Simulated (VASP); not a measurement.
Consider the following.

```xyz
8
Lattice="0.0000 2.3050 2.3050 2.3050 0.0000 2.3050 9.2259 9.2259 -0.0058" Properties=species:S:1:pos:R:3 pbc="T T T"
Zr     9.2018     9.2018     0.0183
Zr     4.6115     2.3065     2.3036
Zr     6.9420     6.9420     4.5831
C      2.2894     2.2894     2.3206
C      4.6285     4.6285     2.2865
C      6.9695     6.9695     2.2506
C      9.1743     9.1743     2.3508
Nb     9.2244     6.9194     2.3007
```

Computed with PBEsol GGA, VASP's PBE PAW potentials (set 64) (plane waves; VASP). Numerical set-up: 520 eV cut-off, 13×13×4 Γ-centred mesh, tetrahedra with Blöchl corrections, potentials Zr_sv C Nb_sv.

### Question
Predict the energy per atom (σ→0), band gap (on the k-mesh) with the smallest direct gap where there is one.

### Answer

```
Item                                                        Result
------------------------  ----------------------------------------
band gap (on the k-mesh)  none (metal, semimetal or under 0.01 eV)
energy per atom (σ→0)                              -10.456 eV/atom
```

Only differences to runs with the same potentials and settings are physical.

The structure was generated: NbZr3C4 was put into an ordered model structure (R-3m), which need not be its known phase. It was relaxed first. The electron count is odd and the run is not spin-polarised, which forces a metal.
